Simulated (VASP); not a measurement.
These are optB88-vdW, VASP's PBE PAW potentials (set 64) (plane waves; VASP 6.6.1) values and carry that method's errors.

VASP ran on this input.

### INCAR
```
LCHARG = .FALSE.
LASPH = .TRUE.
AGGAC = 0.0
PARAM2 = 0.22
PREC = Accurate
SIGMA = 0.1
NSW = 60   ! most ionic steps
NELM = 100   ! most electronic steps
ENCUT = 520
ISMEAR = 1   ! Methfessel-Paxton
PARAM1 = 0.1833333333
LWAVE = .FALSE.
SYSTEM = TiC
LUSE_VDW = .TRUE.
ALGO = Normal   ! blocked Davidson
LREAL = .FALSE.   ! projection in real space or not
ISIF = 3   ! ions, shape and volume
GGA = BO
EDIFFG = -0.01
LMAXMIX = 4   ! l cut-off of mixed one-centre charges
EDIFF = 1E-6
IBRION = 2   ! conjugate gradients
```

File POSCAR:
```
TiC
1
    0.0000000000     2.1650000000     2.1650000000
    2.1650000000     0.0000000000     2.1650000000
    2.1650000000     2.1650000000     0.0000000000
Ti C
1 1
Direct
  0.0000000000   0.0000000000   0.0000000000
  0.5000000000   0.5000000000   0.5000000000
```

File KPOINTS:
```
Automatic
0
Gamma
 13 13 13
0 0 0
```

POTCAR, in this order: Ti_sv C (PBE.64 set). Program: vasp_std.

What VASP printed:

OUTCAR:
```
 ion  position               nearest neighbor table
   1  0.000  0.000  0.000-   2 2.17   2 2.17   2 2.17   2 2.17   2 2.17   2 2.17
   2  0.500  0.500  0.500-   1 2.17   1 2.17   1 2.17   1 2.17   1 2.17   1 2.17
  LATTYP: Found a face centered cubic cell.
 ALAT       =     4.3300000000
 Subroutine PRICEL returns:
 Original cell was already a primitive cell.
 Subroutine GETGRP returns: Found 48 space group operations
The static configuration has the point symmetry O_h .
The dynamic configuration has the point symmetry O_h .
 Subroutine INISYM returns: Found 48 space group operations
 Subroutine IBZKPT returns following result:
 Found     84 irreducible k-points:

 Following reciprocal coordinates:
            Coordinates               Weight
  0.000000  0.000000  0.000000      1.000000
  0.076923  0.000000  0.000000      8.000000
  0.153846  0.000000  0.000000      8.000000
  0.230769  0.000000  0.000000      8.000000
  0.307692  0.000000  0.000000      8.000000
  0.384615  0.000000  0.000000      8.000000
  0.461538  0.000000  0.000000      8.000000
  0.076923  0.076923  0.000000      6.000000
  0.153846  0.076923  0.000000     24.000000
...
```

File OSZICAR:
```
       N       E                     dE             d eps       ncg     rms          rms(c)
DAV:   1     0.119860216135E+03    0.11986E+03   -0.85063E+03  2016   0.160E+03
DAV:   2    -0.104118375507E+02   -0.13027E+03   -0.12396E+03  2128   0.376E+02
DAV:   3    -0.200451808356E+02   -0.96333E+01   -0.92233E+01  2632   0.974E+01
DAV:   4    -0.205004004666E+02   -0.45522E+00   -0.45479E+00  2684   0.203E+01
DAV:   5    -0.205123595376E+02   -0.11959E-01   -0.11958E-01  2708   0.299E+00    0.188E+01
DAV:   6    -0.155239211924E+02    0.49884E+01   -0.35000E+01  2396   0.714E+01    0.779E+00
DAV:   7    -0.147443079396E+02    0.77961E+00   -0.58535E+00  2520   0.309E+01    0.504E+00
DAV:   8    -0.147087027776E+02    0.35605E-01   -0.14377E-01  2160   0.490E+00    0.333E+00
DAV:   9    -0.147052490173E+02    0.34538E-02   -0.18226E-01  2348   0.549E+00    0.783E-01
DAV:  10    -0.147020626422E+02    0.31864E-02   -0.17933E-02  2896   0.187E+00    0.550E-01
DAV:  11    -0.147007345424E+02    0.13281E-02   -0.47646E-03  2176   0.109E+00    0.154E-01
DAV:  12    -0.147007174646E+02    0.17078E-04   -0.39315E-04  2708   0.213E-01    0.345E-02
DAV:  13    -0.147007037703E+02    0.13694E-04   -0.32903E-05  2588   0.673E-02    0.118E-02
DAV:  14    -0.147007009348E+02    0.28355E-05   -0.18291E-06  1940   0.136E-02    0.221E-03
DAV:  15    -0.147007009451E+02   -0.10363E-07   -0.11722E-07  1128   0.457E-03
   1 F= -.14700701E+02 E0= -.14700638E+02  d E =-.147007E+02
       N       E                     dE             d eps       ncg     rms          rms(c)
DAV:   1    -0.147130028378E+02   -0.12302E-01   -0.27174E-01  2040   0.849E+00    0.110E+00
DAV:   2    -0.147033452048E+02    0.96576E-02   -0.68240E-02  2304   0.398E+00    0.375E-01
DAV:   3    -0.147002993892E+02    0.30458E-02   -0.11568E-02  2308   0.123E+00    0.135E-01
DAV:   4    -0.147002657382E+02    0.33651E-04   -0.31213E-03  2116   0.589E-01    0.700E-02
DAV:   5    -0.147004899020E+02   -0.22416E-03   -0.32401E-04  2588   0.170E-01    0.264E-02
DAV:   6    -0.147005382348E+02   -0.48333E-04   -0.11075E-04  2780   0.573E-02    0.204E-02
DAV:   7    -0.147005569629E+02   -0.18728E-04   -0.35021E-05  2384   0.587E-02    0.168E-02
DAV:   8    -0.147005544569E+02    0.25060E-05   -0.96390E-06  2168   0.362E-02    0.190E-03
DAV:   9    -0.147005546701E+02   -0.21316E-06   -0.97959E-07  1484   0.731E-03
   2 F= -.14700555E+02 E0= -.14700495E+02  d E =0.146275E-03
       N       E                     dE             d eps       ncg     rms          rms(c)
DAV:   1    -0.147049152479E+02   -0.43608E-02   -0.88498E-02  2032   0.481E+00    0.622E-01
DAV:   2    -0.147017010297E+02    0.32142E-02   -0.20553E-02  2296   0.221E+00    0.204E-01
DAV:   3    -0.147008218723E+02    0.87916E-03   -0.34592E-03  2320   0.664E-01    0.788E-02
DAV:   4    -0.147008095561E+02    0.12316E-04   -0.10367E-03  2128   0.348E-01    0.410E-02
DAV:   5    -0.147008781196E+02   -0.68564E-04   -0.92754E-05  2456   0.102E-01    0.137E-02
DAV:   6    -0.147008988799E+02   -0.20760E-04   -0.48861E-05  2860   0.367E-02    0.125E-02
DAV:   7    -0.147009040481E+02   -0.51682E-05   -0.81250E-06  2208   0.303E-02    0.516E-03
DAV:   8    -0.147009041843E+02   -0.13625E-06   -0.19567E-06  1736   0.139E-02
   3 F= -.14700904E+02 E0= -.14700843E+02  d E =-.203239E-03
```

OUTCAR:
```
------------------------ aborting loop because EDIFF is reached ----------------------------------------
  FORCE on cell =-STRESS in cart. coord.  units (eV):
  Direction    XX          YY          ZZ          XY          YZ          ZX
  --------------------------------------------------------------------------------------
  Total       -0.0013940     -0.0013940     -0.0013940     -0.0000000     -0.0000000      0.0000000
  in kB       -0.1096534     -0.1096534     -0.1096534     -0.0000000     -0.0000000      0.0000000
  external PRESSURE =      -0.1096534 kB  Pullay stress =       0.0000000 kB
  volume of cell :       20.37
      direct lattice vectors                 reciprocal lattice vectors
    -0.000000000  2.167558182  2.167558182    -0.230674316  0.230674316  0.230674316
     2.167558182  0.000000000  2.167558182     0.230674316 -0.230674316  0.230674316
     2.167558182  2.167558182  0.000000000     0.230674316  0.230674316 -0.230674316
 POSITION                                       TOTAL-FORCE (eV/Angst)
 -----------------------------------------------------------------------------------
      0.00000      0.00000      0.00000        -0.000000     -0.000000     -0.000000
      2.16756      2.16756      2.16756         0.000000      0.000000      0.000000
 -----------------------------------------------------------------------------------
    total drift:                                0.000000     -0.000000     -0.000000
  FREE ENERGIE OF THE ION-ELECTRON SYSTEM (eV)
  ---------------------------------------------------
  free  energy   TOTEN  =       -14.7009041843 eV

  energy  without entropy=      -14.7007203567  energy(sigma->0) =      -14.70084291

 reached required accuracy - stopping structural energy minimisation
```
(Selected blocks of OUTCAR.)

CONTCAR:
```
TiC
   1.00000000000000
    -0.0000000000000000    2.1675581818286158    2.1675581818286158
     2.1675581818286158    0.0000000000000000    2.1675581818286158
     2.1675581818286158    2.1675581818286158    0.0000000000000000
  Ti              C
     1     1
Direct
     0.0000000000000000    0.0000000000000000    0.0000000000000000
     0.5000000000000000    0.5000000000000000    0.5000000000000000
```

The compound is TiC in the rock salt structure. This run relaxes it. Symmetry was kept, so distortions that lower it aren't found.
